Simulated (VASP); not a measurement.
Set up this calculation in VASP 6.6.1, as the native input.

| Property | Result |
| --- | --- |
| Task | single point |
| Functional | PBE |
| Potentials or basis | VASP PAW PBE potentials, release 64 (W_sv, S, Au) |
| Cutoff | 520 eV |
| k mesh | 12 × 12 × 6 |
| Occupations | gaussian, width 0.1 eV |
| Spin | no spin polarisation |
| Dipole correction | no |
| Further INCAR settings | ALGO = Fast; EDIFF = 1e-07; NBANDS = 34 |

The structure of WAuS4 lies in POSCAR:

```
WAuS4
1.0
    4.3826969172      0.0000000000      0.0000000000
   -2.1913484586      3.7955268674      0.0000000000
    0.0000000000      0.0000000000      5.9439899954
W S Au
1 4 1
Direct
    0.0000000000      0.0000000000      0.5000000000
    0.3333333333      0.6666666667      0.6968437479
    0.3333333333      0.6666666667      0.3031562521
    0.6666666667      0.3333333333      0.6968437479
    0.6666666667      0.3333333333      0.3031562521
    0.0000000000      0.0000000000      0.0000000000
```

The cell was built by a generator and needn't be a form met in nature.

The input as run:

INCAR

```
SYSTEM = WAuS4
PREC = Accurate
ENCUT = 520
EDIFF = 1E-7
ISMEAR = 0
SIGMA = 0.1
LREAL = .False.
LASPH = .True.
NELM = 100
ALGO = Fast
ISIF = 2
LWAVE = .False.
LCHARG = .False.
GGA = PE
NBANDS = 34
```

KPOINTS

```
Automatic mesh
0
Gamma
  12 12 6
  0 0 0
```

Potentials or basis: VASP PAW PBE potentials, release 64 (W_sv, S, Au).

Run with:

```bash
$ cat potpaw_PBE.64/W_sv/POTCAR potpaw_PBE.64/S/POTCAR potpaw_PBE.64/Au/POTCAR > POTCAR
$ mpirun -np 1 vasp_std > vasp.out
```

It gave:

* Pressure: -0.1 GPa
* Largest force: 0.035 eV/Å
* Band gap on the k mesh: none (metal or under the smearing width)

Run time: 5.2 min on 1 thread of Intel(R) Xeon(R) Platinum 8488C (Sapphire Rapids), with other jobs on the host, peak memory 0.4 GiB.
